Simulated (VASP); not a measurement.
BiPt, 4 atoms in the cell. It takes space group P6_3/mmc (No. 194, hexagonal). The conventional cell has a = 4.328 Å, b = 4.328 Å, c = 5.453 Å, α = 90.00°, β = 90.00°, γ = 120.00°. Bi (site symmetry -6m2) is surrounded by 6 Pt at 2.85 Å. Pt (site symmetry -3m) is surrounded by 2 Pt at 2.73 Å and 6 Bi at 2.85 Å. 

| Property | Result |
| --- | --- |
| Program | VASP 6.6.1 |
| Task | single point |
| Functional | LDA |
| Potentials or basis | VASP PAW LDA potentials, release 64 (Bi_d, Pt) |
| Cutoff | 520 eV |
| k mesh | 12 × 12 × 10 |
| Occupations | gaussian, width 0.15 eV |
| Spin | no spin polarisation |
| Dipole correction | no |
| Further INCAR settings | ALGO = Fast; EDIFF = 1e-06; NBANDS = 33 |

Potentials or basis: VASP PAW LDA potentials, release 64 (Bi_d, Pt).

Run with:

```sh
$ cat potpaw_LDA.64/Bi_d/POTCAR potpaw_LDA.64/Pt/POTCAR > POTCAR
$ mpirun -np 1 vasp_std > vasp.out
```

Hardware: 1 thread of Intel(R) Xeon(R) 6975P-C (Granite Rapids) (shared host).

Problem. How long does it take, and how much memory?

Solution. Run time: 110 s on 1 thread of Intel(R) Xeon(R) 6975P-C (Granite Rapids) (shared host), peak memory 0.38 GiB. Counts: scf iterations 14, k points 114.
